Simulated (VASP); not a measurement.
Output of a VASP run:

### OSZICAR
```
       N       E                     dE             d eps       ncg     rms          rms(c)
DAV:   1     0.375156043383E+02    0.37516E+02   -0.58577E+03  1880   0.968E+02
DAV:   2    -0.116618012885E+02   -0.49177E+02   -0.48437E+02  2353   0.220E+02
DAV:   3    -0.122663906025E+02   -0.60459E+00   -0.56852E+00  2202   0.244E+01
DAV:   4    -0.122695897208E+02   -0.31991E-02   -0.31898E-02  2109   0.158E+00
DAV:   5    -0.122696093392E+02   -0.19618E-04   -0.19617E-04  2143   0.105E-01    0.136E+01
DAV:   6    -0.119228757253E+02    0.34673E+00   -0.39017E-01  1936   0.764E+00    0.668E+00
DAV:   7    -0.118166929968E+02    0.10618E+00   -0.31573E-01  1965   0.652E+00    0.395E-01
DAV:   8    -0.118152879424E+02    0.14051E-02   -0.17012E-03  2089   0.502E-01    0.849E-02
DAV:   9    -0.118153062136E+02   -0.18271E-04   -0.10289E-04  2060   0.132E-01    0.344E-02
DAV:  10    -0.118153005400E+02    0.56736E-05   -0.36294E-06  1976   0.296E-02    0.897E-03
DAV:  11    -0.118153016010E+02   -0.10610E-05   -0.51466E-08   981   0.331E-03    0.256E-04
DAV:  12    -0.118153015521E+02    0.48921E-07   -0.43715E-09   964   0.982E-04
   1 F= -.11815302E+02 E0= -.11815403E+02  d E =0.305019E-03
```

File OUTCAR:
```
------------------------ aborting loop because EDIFF is reached ----------------------------------------
  FORCE on cell =-STRESS in cart. coord.  units (eV):
  Direction    XX          YY          ZZ          XY          YZ          ZX
  --------------------------------------------------------------------------------------
  Total        0.4152026      0.4152026      0.4152026      0.0000000     -0.0000000      0.0000000
  in kB       37.0219130     37.0219130     37.0219130      0.0000000     -0.0000000      0.0000000
  external PRESSURE =      37.0219130 kB  Pullay stress =       0.0000000 kB
  volume of cell :       17.97
      direct lattice vectors                 reciprocal lattice vectors
    -1.650000000  1.650000000  1.650000000     0.000000000  0.303030303  0.303030303
     1.650000000 -1.650000000  1.650000000     0.303030303  0.000000000  0.303030303
     1.650000000  1.650000000 -1.650000000     0.303030303  0.303030303  0.000000000
 POSITION                                       TOTAL-FORCE (eV/Angst)
 -----------------------------------------------------------------------------------
      0.00000      0.00000      0.00000         0.000000      0.000000      0.000000
 -----------------------------------------------------------------------------------
    total drift:                                0.000000     -0.000000      0.000000
  FREE ENERGIE OF THE ION-ELECTRON SYSTEM (eV)
  ---------------------------------------------------
  free  energy   TOTEN  =       -11.8153015521 eV

  energy  without entropy=      -11.8156065712  energy(sigma->0) =      -11.81540323
```
(Selected blocks of OUTCAR.)

**POSCAR**
```
Ta
1
   -1.6500000000     1.6500000000     1.6500000000
    1.6500000000    -1.6500000000     1.6500000000
    1.6500000000     1.6500000000    -1.6500000000
Ta
1
Direct
  0.0000000000   0.0000000000   0.0000000000
```

### Question
Write an INCAR and KPOINTS that could have produced this output.

### Answer
This is not unique; one that fits is the input of the run itself, PBE GGA, plane waves, VASP's PBE PAW potentials (set 64).

KPOINTS:
```
Automatic mesh
0
gamma
  14 14 14
```

### INCAR
```
SIGMA=0.1   # width (eV)
LREAL=.FALSE.
ISIF=2
ISMEAR=1
LMAXMIX=6   # l cut-off of mixed one-centre charges
ENCUT=400   # plane-wave cut-off (eV)
ALGO=Normal   # blocked Davidson
LASPH=.TRUE.
LCHARG=.FALSE.
PREC=Accurate
SYSTEM=Ta
LWAVE=.FALSE.
GGA=PE
EDIFF=1E-6   # SCF stop (eV)
NELM=100   # most electronic steps
```

POTCAR, in this order: Ta_pv (PBE.64 set). Program: vasp_std.

The compound is Ta in the bcc structure. The cell was not relaxed at this level.
